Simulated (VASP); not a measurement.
```
ZnS
1.0
    1.92473    -3.33373     0.00000
    1.92473     3.33373     0.00000
    0.00000     0.00000     6.30537
Zn S
2 2
Cartesian
  1.92473  -1.11125   3.15343
  1.92473   1.11125   0.00074
  1.92473  -1.11125   5.51646
  1.92473   1.11125   2.36377
```

These are PBE GGA, VASP's PBE PAW potentials (set 64) (plane waves; VASP 6.6.1) values and carry that method's errors. Run with 520 eV cut-off, 8×8×4 Γ-centred mesh, tetrahedra with Blöchl corrections, potentials Zn S.

Question: What does the run give for the energy per atom (σ→0)?

Answer: 
```
Quantity                                Value
---------------------  ----------------------
energy per atom (σ→0)  -330.3 kJ/mol of atoms
```

The compound is ZnS in the wurtzite structure, the high-temperature form. It was relaxed first.
